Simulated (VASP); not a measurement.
Consider the following.

```
CELL_PARAMETERS angstrom
      1.27317    -2.20520     0.00000
      1.27317     2.20520     0.00000
      0.00000     0.00000     4.21165
ATOMIC_POSITIONS crystal
  B  0.66667 0.33333 0.50022
  B  0.33333 0.66667 0.00022
  N  0.66667 0.33333 0.87478
  N  0.33333 0.66667 0.37478
```

The numbers are results of r2SCAN meta-GGA, VASP's PBE PAW potentials (set 64) (plane waves; VASP), not measurements. Numerical set-up: 520 eV cut-off, 11×11×6 Γ-centred mesh, tetrahedra with Blöchl corrections, potentials B N.

**Question.** Give the energies of bands 3 to 11 at the high-symmetry points, in eV from the valence-band maximum.

**Answer.** 
```tsv
band	Γ	M	K	A	L	H
3	-11.30	-9.89	-9.52	-5.96	-10.40	-9.21
4	-2.20	-8.14	-7.54	-5.96	-10.40	-9.21
5	-2.20	-7.19	-7.54	-1.22	-3.91	-7.97
6	-0.27	-5.18	-5.63	-1.22	-3.91	-7.97
7	0.00	-4.52	-5.62	-1.22	-3.72	-3.15
8	0.00	-2.19	-5.62	-1.22	-3.72	-3.15
9	9.06	7.29	5.72	10.22	7.19	10.01
10	9.06	8.59	14.41	10.22	7.19	10.01
11	9.30	11.36	14.41	10.67	10.70	10.94
```

The gap is indirect, 5.72 eV, from the valence maximum at Γ to the conduction minimum at K.

The compound is BN in the wurtzite structure, a metastable high-pressure form. It was relaxed first.
